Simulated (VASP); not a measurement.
Input:

```
PbTe
1.0
    0.00000     3.25238     3.25238
    3.25238     0.00000     3.25238
    3.25238     3.25238     0.00000
Te Pb
1 1
Cartesian
  3.25238   3.25238   3.25238
  0.00000   0.00000   0.00000
```

Method: PBEsol GGA, VASP's PBE PAW potentials (set 64) (plane waves; VASP). Run with 520 eV cut-off, 7×7×7 Γ-centred mesh, Gaussian smearing of 0.050 eV, potentials Te Pb_d.

Problem. Give the stress tensor in GPa (positive for a compressed cell).

Solution. 
```
-1.24   0.00   0.00
 0.00  -1.24   0.00
 0.00   0.00  -1.24
```
The pressure is its mean diagonal, -1.24 GPa.

The compound is PbTe in the rock salt structure. This cell is one point of a volume scan, at 1.03 of the reference volume.
